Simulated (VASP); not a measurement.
The system is Sc2InSb3.

```
Sc In Sb
1.0
     4.08663    0.00000    0.00000
     0.00000    4.08663    0.00000
     0.00000    0.00000    9.01986
Sc In Sb
2 1 3
Direct
  0.00000 0.50000 0.73650
  0.50000 0.00000 0.26350
  0.00000 0.00000 0.00000
  0.50000 0.50000 0.00000
  0.00000 0.50000 0.38350
  0.50000 0.00000 0.61650
```

The cell was built by a generator and needn't be a form met in nature.

```yaml
Program: VASP 6.6.1
Task: relaxation of cell and atoms
Functional: PBE
Potentials_or_basis: VASP PAW PBE potentials, release 64 (Sc_sv, In_d, Sb)
Cutoff: 520 eV
k_mesh: 4 × 4 × 2
Occupations: gaussian, width 0.15 eV
Spin: no spin polarisation
```

At the start: pressure -0.2 GPa; volume 25.11 Å³/atom.

Task: How do energy, volume and symmetry change on relaxing?

Result: Over 16 steps the energy falls by 52.3 meV/atom and the volume is 25.13 Å³/atom (+0.1 %); space group P-4m2 (No. 115, to 0.05 Å).

Step by step:
| step | energy change (eV) | largest force (eV/Å) | pressure (GPa) | volume (Å³) |
| --- | --- | --- | --- | --- |
| 1 | 0.0000 | 0.4876 | -0.20 | 150.64 |
| 2 | -0.0645 | 0.3851 | -0.01 | 149.91 |
| 3 | -0.0945 | 0.4021 | 0.41 | 148.95 |
| 4 | -0.1223 | 0.4318 | -0.17 | 150.38 |
| 5 | -0.1672 | 0.4834 | -1.79 | 154.68 |
| 6 | -0.1800 | 0.4693 | -1.72 | 154.43 |
| 7 | -0.2141 | 0.4133 | -1.37 | 153.69 |
| 8 | -0.2655 | 0.3177 | -0.73 | 152.21 |
| 9 | -0.3014 | 0.1640 | 0.69 | 149.26 |
| 10 | -0.3033 | 0.1373 | 0.29 | 150.06 |
| 11 | -0.3039 | 0.1323 | 0.38 | 149.75 |
| 12 | -0.3089 | 0.1323 | 0.24 | 150.15 |
| 13 | -0.3104 | 0.1268 | 0.03 | 150.56 |
| 14 | -0.3105 | 0.0980 | 0.07 | 150.49 |
| 15 | -0.3117 | 0.0807 | 0.00 | 150.57 |
| 16 | -0.3140 | 0.0683 | -0.14 | 150.79 |

Final structure:
```
Sc In Sb
1.0
     4.25497    0.00000    0.00000
     0.00000    4.25497    0.00000
     0.00000    0.00000    8.32861
Sc In Sb
2 1 3
Cartesian
  0.0000 2.1275 5.8423
  2.1275 0.0000 2.4863
  0.0000 0.0000 0.0000
  2.1275 2.1275 0.0000
  0.0000 2.1275 2.8816
  2.1275 0.0000 5.4470
```

Caveat: the k mesh is coarse (spacing up to 0.38 Å⁻¹), so the values aren't converged.
